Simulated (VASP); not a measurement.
Consider the following.

```
Ag2O
1.0
    4.74988     0.00000     0.00000
    0.00000     4.74988     0.00000
    0.00000     0.00000     4.74988
Ag O
4 2
Direct
  0.75000   0.25000   0.75000
  0.25000   0.75000   0.75000
  0.75000   0.75000   0.25000
  0.25000   0.25000   0.25000
  0.00000   0.00000   0.00000
  0.50000   0.50000   0.50000
```

Calculation: optB86b-vdW, VASP's PBE PAW potentials (set 64) (plane waves; VASP 6.6.1). Run with 520 eV cut-off, 7×7×7 Γ-centred mesh, tetrahedra with Blöchl corrections, potentials Ag O.

The cores are frozen, which limits the accuracy of field gradients.

### Question
Give the principal components of the electric field gradient (V/Å²) and the asymmetry η at each nucleus.

### Answer

| atom | Vxx | Vyy | Vzz | η |
|---|---|---|---|---|
| Ag1 | 87.1 | 87.1 | -174.3 | 0.00 |
| Ag2 | 87.1 | 87.1 | -174.3 | 0.00 |
| Ag3 | 87.1 | 87.1 | -174.3 | 0.00 |
| Ag4 | 87.1 | 87.1 | -174.3 | 0.00 |
| O5 | 0.0 | 0.0 | 0.0 | - |
| O6 | 0.0 | 0.0 | 0.0 | - |

The compound is Ag2O in the cuprite structure. It was relaxed first.
